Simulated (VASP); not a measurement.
```xyz
6
Lattice="4.8094 0.0000 0.0000 0.0000 4.8094 0.0000 0.0000 0.0000 3.2351" Properties=species:S:1:pos:R:3 pbc="T T T"
Sn     0.0000     0.0000     0.0000
Sn     2.4047     2.4047     1.6175
O      1.4730     1.4730     0.0000
O      3.8777     0.9317     1.6175
O      0.9317     3.8777     1.6175
O      3.3363     3.3363     0.0000
```

Calculation: PBE GGA with D3 dispersion (zero damping), VASP's PBE PAW potentials (set 64) (plane waves; VASP). Numerical set-up: 520 eV cut-off, Gaussian smearing of 0.050 eV, potentials Sn_d O.

Unless said otherwise, spin-orbit coupling is left out, though it shifts the bands of the heavy elements here.

Task: Give the energies of bands 15 to 28 at the high-symmetry points, in eV from the valence-band maximum.

Result: 
| band | Γ | X | M | Z | R | A |
|---|---|---|---|---|---|---|
| 15 | -8.00 | -6.44 | -5.52 | -7.07 | -6.80 | -7.78 |
| 16 | -3.92 | -6.44 | -5.52 | -7.07 | -6.80 | -7.78 |
| 17 | -3.92 | -3.01 | -3.76 | -4.09 | -5.38 | -4.81 |
| 18 | -3.81 | -3.01 | -3.76 | -4.09 | -5.38 | -4.81 |
| 19 | -2.94 | -2.89 | -2.93 | -3.71 | -4.06 | -2.53 |
| 20 | -1.98 | -2.89 | -2.93 | -3.71 | -4.06 | -2.53 |
| 21 | -1.96 | -1.91 | -1.90 | -2.59 | -1.68 | -2.41 |
| 22 | -1.26 | -1.91 | -1.90 | -2.59 | -1.68 | -2.41 |
| 23 | -1.26 | -1.21 | -1.33 | -1.55 | -1.03 | -0.92 |
| 24 | -0.75 | -1.21 | -1.33 | -1.55 | -1.03 | -0.92 |
| 25 | -0.75 | -0.61 | -0.86 | -1.19 | -0.74 | -0.79 |
| 26 | 0.00 | -0.61 | -0.86 | -1.19 | -0.74 | -0.79 |
| 27 | 0.74 | 3.96 | 4.36 | 5.67 | 5.94 | 4.41 |
| 28 | 5.75 | 3.96 | 4.36 | 5.67 | 5.94 | 4.41 |

The gap is direct, 0.74 eV, from the valence maximum at Γ to the conduction minimum at Γ.

The compound is SnO2 in the rutile structure. It was relaxed first.
